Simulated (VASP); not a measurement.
A convergence study with VASP on As (a7): one setting is varied, all else stays as given below, so the limit is that of these other settings. Each run relaxes cell and ions from the cell shown. The basis is that of the starting cell, so low cut-offs carry a Pulay error.

```
CELL_PARAMETERS angstrom
      3.68036    -1.88000     0.00000
      3.68036     1.88000     0.00000
      2.72002     0.00000     3.11142
ATOMIC_POSITIONS crystal
  As 0.22700 0.22700 0.22700
  As 0.77300 0.77300 0.77300
```

Computed with PBE GGA, VASP's PBE PAW potentials (set 64) (plane waves; VASP). The tightest run used: 700 eV cut-off, 10×10×10 Γ-centred mesh, first-order Methfessel-Paxton smearing of 0.10 eV, potentials As.

```json
[
 {"setting": "ENCUT = 150", "relaxed volume (Å³/atom)": "21.565", "E (eV/atom)": "-4.6648", "plane waves": "187"},
 {"setting": "ENCUT = 200", "relaxed volume (Å³/atom)": "22.219", "E (eV/atom)": "-4.6686", "plane waves": "290"},
 {"setting": "ENCUT = 250", "relaxed volume (Å³/atom)": "22.500", "E (eV/atom)": "-4.6722", "plane waves": "395"}
]
```

**Question.** These are the cheaper rows. Estimate the results at ENCUT = 700, and how far the last row shown lies from them.

**Answer.** 
```
quantity                  tightest run  last row shown is off by
------------------------  ------------  ------------------------
relaxed volume (Å³/atom)        22.577                    -0.077
E (eV/atom)                    -4.6733                    0.0010
```

Left out are rungs that failed or repeat a setting and relaxations that didn't move; long series are thinned to 24 rows.

The compound is As in the a7 structure.
